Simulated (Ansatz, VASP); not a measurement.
## Li3SiP2 in VASP and in Ansatz

Contents of INCAR:

```
SYSTEM = Li3SiP2
PREC = Accurate ; ENCUT = 600
EDIFF = 1E-7 ; ISMEAR = 0
SIGMA = 0.1 ; LREAL = .False.
LASPH = .True. ; NELM = 100
ALGO = Normal ; ISIF = 3
LWAVE = .False. ; LCHARG = .False.
GGA = PE ; IBRION = 2
NSW = 90 ; EDIFFG = -0.04
```

The input KPOINTS:

```
Automatic mesh
0
Gamma
  4 4 4
  0 0 0
```

POSCAR

```
Li3SiP2
1.0
    3.5947201800      2.0754126600      2.9350767300
   -3.5947201800      2.0754126600      2.9350767300
    0.0000000000     -4.1508253200      2.9350767300
Li Si P
3 1 2
Direct
    0.5000000000      0.5000000000      0.0000000000
    0.5000000000      0.0000000000      0.5000000000
    0.0000000000      0.5000000000      0.5000000000
    0.0000000000      0.0000000000      0.0000000000
    0.7500000000      0.7500000000      0.7500000000
    0.2500000000      0.2500000000      0.2500000000
```

Input for Ansatz:

```yaml
crystal:
  lattice:
    - [3.59472018, 2.07541266, 2.93507673]
    - [-3.59472018, 2.07541266, 2.93507673]
    - [0.0, -4.15082532, 2.93507673]
  atoms:
    - { symbol: Li, position: [0.5, 0.5, 0.0] }
    - { symbol: Li, position: [0.5, 0.0, 0.5] }
    - { symbol: Li, position: [0.0, 0.5, 0.5] }
    - { symbol: Si, position: [0.0, 0.0, 0.0] }
    - { symbol: P, position: [0.75, 0.75, 0.75] }
    - { symbol: P, position: [0.25, 0.25, 0.25] }
basis:
  ecutwfc: 420
kpoints:
  mp_grid: { grid: [4, 4, 4] }
hamiltonian:
  xc: pbe
scf:
  occupations: { method: gaussian, width: 0.1 }
  lower_state_search: "off"
output:
  forces: true
  stress: true
  eigenvalues: true
relax:
  adjacent_minimum: "off"
  f_tol: 0.04
  max_steps: 70
  cell: { stress_tol: 0.4 }
```

Alike in both runs: task relaxation of cell and atoms; functional PBE; k mesh 4 × 4 × 4; occupations gaussian, width 0.1 eV; no spin polarisation.

|  | VASP | Ansatz |
| --- | --- | --- |
| version | VASP 6.6.1 | Ansatz 0.2.0 |
| potentials or method | VASP PAW PBE potentials, release 64 (Li_sv, Si, P) | scalar-relativistic, plane waves, PAW |
| plane-wave cutoff (eV) | 600 | 420 |
| valence electrons in the cell | 23 | 23 |

Ansatz gave:

```
gap on the k mesh at the Fermi level, each at its own relaxed structure (eV) : none
relaxed volume (Å³/atom)                                                     : 23.33
relaxed cell length with the largest relative difference (Å)                 : 5.299
energy change over the relaxation (meV/atom)                                 : -138
```

**Question.** What did VASP give for the same quantities?

**Answer.** gap on the k mesh at the Fermi level, each at its own relaxed structure (eV): none; relaxed volume (Å³/atom): 23.44; relaxed cell length with the largest relative difference (Å): 5.306; energy change over the relaxation (meV/atom): -140.

A gap of «none» marks a metal or a gap that the smearing closes.

Caveats: the cutoff is under 1.25 times the usual one of these potentials, so pressure, stress and relaxed cells hold a basis-set (Pulay) error (VASP).
